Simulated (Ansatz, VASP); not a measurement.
Be2Co in VASP and in Ansatz

```
CELL_PARAMETERS angstrom
0.00000 1.91949 5.33254
1.33849 0.00000 5.33254
1.33849 1.91949 0.00000
ATOMIC_POSITIONS crystal
Co 0.00000 0.00000 0.00000
Be 0.66394 0.66394 0.33606
Be 0.33606 0.33606 0.66394
```

The cell comes from a database or a generator and needn't be the stable form of this composition.

Alike in both runs: task single point; functional PBE; k mesh 12 × 12 × 12; occupations fermi-dirac, width 0.05 eV; collinear spin, ferromagnetic start.

|  | VASP | Ansatz |
| --- | --- | --- |
| version | VASP 6.6.1 | Ansatz 0.2.0 |
| potentials or method | VASP PAW PBE potentials, release 64 (Co, Be) | Ansatz PAW |
| plane-wave cutoff (eV) | 520 | 420 |
| valence electrons in the cell | 13 | 21 |

Ansatz gave:

```
gap on the k mesh at the Fermi level (eV)                     : none
pressure (GPa)                                                : -0.2
largest component of the traceless stress (GPa)               : 2.57
rms of the force components (eV/Å)                            : 0.039
net moment per atom (μB)                                      : 0.36
size of the moment on the site where the two differ most (μB) : 1.09
```

Task: Estimate VASP's values.

Result: gap on the k mesh at the Fermi level (eV): none; pressure (GPa): -0.5; largest component of the traceless stress (GPa): 2.59; rms of the force components (eV/Å): 0.033; net moment per atom (μB): 0.35; size of the moment on the site where the two differ most (μB): 1.07.

Site moments also hang on the region over which each program counts them. Atom by atom the forces differ by 0.006 eV/Å (rms over components). A gap of «none» marks a metal or a gap that the smearing closes. The two sets of potentials don't hold the same shells in valence.
